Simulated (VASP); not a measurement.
Here is a VASP 6.6.1 calculation.

File INCAR:

```
SYSTEM = NbSi15C16
PREC = Accurate
ENCUT = 520
EDIFF = 1E-7
ISMEAR = -1
SIGMA = 0.01
LREAL = Auto
LASPH = .TRUE.
NELM = 100
ALGO = Fast
ISIF = 2
LWAVE = .FALSE.
LCHARG = .TRUE.
GGA = PE
LELF = .TRUE.
LVHAR = .TRUE.
NBANDS = 90
NELECT = 136.0
```

KPOINTS

```
Automatic mesh
0
G
  4 4 2
  0 0 0
```

The input POSCAR:

```
NbSi15C16
1.0
    6.1520000000      0.0000000000      0.0000000000
   -3.0760000000      5.3277882840      0.0000000000
    0.0000000000      0.0000000000     10.0960000000
Nb Si C
1 15 16
Direct
    0.1666666667      0.3333333333      0.0004667884
    0.1666666667      0.3333333333      0.5024120759
    0.1646137514      0.8323068757      0.0041669063
    0.1653991963      0.8326995981      0.5020614403
    0.6676931243      0.3353862486      0.0041669063
    0.6673004019      0.3346008037      0.5020614403
    0.6676931243      0.8323068757      0.0041669063
    0.6673004019      0.8326995981      0.5020614403
    0.3355020681      0.1644979319      0.2559968736
    0.3354196457      0.1645803543      0.7473658346
    0.3355020681      0.6710041361      0.2559968736
    0.3354196457      0.6708392914      0.7473658346
    0.8289958639      0.1644979319      0.2559968736
    0.8291607086      0.1645803543      0.7473658346
    0.8333333333      0.6666666667      0.2535978445
    0.8333333333      0.6666666667      0.7514873299
    0.1666666667      0.3333333333      0.2009127925
    0.1666666667      0.3333333333      0.6924351811
    0.1668930752      0.8334465376      0.1909573335
    0.1647659189      0.8323829595      0.6889695508
    0.6665534624      0.3331069248      0.1909573335
    0.6676170405      0.3352340811      0.6889695508
    0.6665534624      0.8334465376      0.1909573335
    0.6676170405      0.8323829595      0.6889695508
    0.3337858774      0.1662141226      0.4421892175
    0.3441787715      0.1558212285      0.9344893022
    0.3337858774      0.6675717548      0.4421892175
    0.3441787715      0.6883575429      0.9344893022
    0.8324282452      0.1662141226      0.4421892175
    0.8116424571      0.1558212285      0.9344893022
    0.8333333333      0.6666666667      0.4399081929
    0.8333333333      0.6666666667      0.9401904183
```

Potentials or basis: VASP PAW PBE potentials, release 64 (Nb_sv, Si, C).

Run with:

```bash
$ cat potpaw_PBE.64/Nb_sv/POTCAR potpaw_PBE.64/Si/POTCAR potpaw_PBE.64/C/POTCAR > POTCAR
$ mpirun -np 1 vasp_std > vasp.out
```

Q: Estimate the largest force.

A: 0.022 eV/Å.

Q: Predict the band gap on the k mesh.

A: 1.57 eV, indirect (least direct gap 1.59 eV).

Forces on the atoms (eV/Å):
```
Nb   0.000  0.000 -0.018
Si   0.000  0.000 -0.011
Si  -0.007 -0.004  0.019
Si   0.002  0.001 -0.003
Si   0.000  0.008  0.019
Si   0.000 -0.002 -0.003
Si   0.007 -0.004  0.019
Si  -0.002  0.001 -0.003
Si   0.003 -0.002  0.002
Si  -0.005  0.003  0.013
Si   0.000  0.003  0.002
Si   0.000 -0.006  0.013
Si  -0.003 -0.002  0.002
Si   0.005  0.003  0.013
Si   0.000  0.000  0.008
Si   0.000  0.000 -0.009
C    0.000  0.000  0.004
C    0.000  0.000 -0.022
C    0.001  0.000 -0.013
C    0.001  0.000  0.008
C    0.000 -0.001 -0.013
C    0.000 -0.001  0.008
C   -0.001  0.000 -0.013
C   -0.001  0.000  0.008
C    0.000  0.000 -0.006
C   -0.011  0.007 -0.003
C    0.000  0.000 -0.006
C    0.000 -0.013 -0.003
C    0.000  0.000 -0.006
C    0.011  0.007 -0.003
C    0.000  0.000 -0.008
C    0.000  0.000  0.011
```

Caveat: the cell carries a net charge on a neutralising background, which shifts energy and pressure; the cell is charged against a uniform background, so pressure and absolute levels hang on convention. A hybrid or GW would open this gap; PBE tends to underestimate it.
